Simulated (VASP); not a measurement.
```
CELL_PARAMETERS angstrom
     10.93707     0.00000     0.00000
      0.00000    10.93707     0.00000
      0.00000     0.00000    10.93707
ATOMIC_POSITIONS crystal
  Si 0.49905 0.99978 0.99980
  Si 0.62953 0.12321 0.12328
  Si 0.75166 0.24823 0.99521
  Si 0.87670 0.37029 0.12327
  Si 0.75165 0.99512 0.24833
  Si 0.87676 0.12314 0.37040
  Si 0.00028 0.99956 0.99969
  Si 0.12899 0.12347 0.12358
  Si 0.25334 0.24919 0.99962
  Si 0.37930 0.37592 0.12972
  Si 0.49978 0.49999 0.00025
  Si 0.62395 0.62061 0.12958
  Si 0.75072 0.74657 0.99958
  Si 0.87642 0.87088 0.12359
  Si 0.25335 0.99949 0.24928
  Si 0.37934 0.12961 0.37593
  Si 0.50840 0.24760 0.24762
  Si 0.75245 0.49172 0.24744
  Si 0.87029 0.62059 0.37599
  Si 0.49979 0.00017 0.50009
  Si 0.62396 0.12943 0.62072
  Si 0.75259 0.24725 0.49195
  Si 0.87033 0.37591 0.62077
  Si 0.75075 0.99945 0.74669
  Si 0.87642 0.12345 0.87096
  Si 0.00016 0.50082 0.99982
  Si 0.12965 0.62187 0.12931
  Si 0.25013 0.74976 0.00188
  Si 0.37803 0.87025 0.12927
  Si 0.00476 0.24824 0.24832
  Si 0.12585 0.37502 0.37516
  Si 0.25869 0.50001 0.25980
  Si 0.38644 0.61345 0.40262
  Si 0.49988 0.74120 0.25975
  Si 0.62486 0.87403 0.37512
  Si 0.00020 0.99977 0.50098
  Si 0.12969 0.12927 0.62199
  Si 0.25873 0.25970 0.50012
  Si 0.38642 0.40251 0.61354
  Si 0.59734 0.61346 0.61353
  Si 0.74022 0.74122 0.50013
  Si 0.87070 0.87025 0.62200
  Si 0.25005 0.00182 0.74990
  Si 0.37798 0.12927 0.87032
  Si 0.49983 0.25967 0.74127
  Si 0.62478 0.37505 0.87412
  Si 0.74017 0.50006 0.74132
  Si 0.87066 0.62190 0.87034
  Si 0.00042 0.74655 0.24929
  Si 0.12481 0.87512 0.37526
  Si 0.99969 0.49998 0.50013
  Si 0.12425 0.62646 0.62652
  Si 0.25040 0.74952 0.50123
  Si 0.37341 0.87567 0.62656
  Si 0.00045 0.24915 0.74671
  Si 0.12481 0.37514 0.87521
  Si 0.25035 0.50111 0.74963
  Si 0.37344 0.62645 0.87570
  Si 0.49875 0.74954 0.74960
  Si 0.62475 0.87510 0.87518
  Si 0.99810 0.74978 0.74987
  Si 0.12456 0.87525 0.87543
  C  0.46286 0.53715 0.53713
```

Computed with HSE06 screened hybrid, VASP's PBE PAW potentials (set 64) (plane waves; VASP 6.6.1). Numerical set-up: PREC = Normal, LREAL = Auto, ISYM = 0, EDIFF = 1E-5, 400 eV cut-off, 1×1×1 Γ-centred mesh, Gaussian smearing of 0.050 eV, potentials Si C.

The supercell is sampled at Γ alone, which is coarse: total energies, pressure and levels can be off, energies of defects by several tenths of an eV.

Task: Predict the energy per atom (σ→0), largest force.

Result: 
```json
{
 "energy per atom (σ→0)": "-6.193 eV/atom",
 "largest_force": "0.201 eV/Å"
}
```

Total energies compare only between runs with the same potentials, cut-off and functional.

The cell is a supercell with a defect, built from Si (diamond): C_Si-vac_Si. The cell's shape comes from a PBE relaxation. The run is not spin-polarised, so no state with unpaired spins was tried.
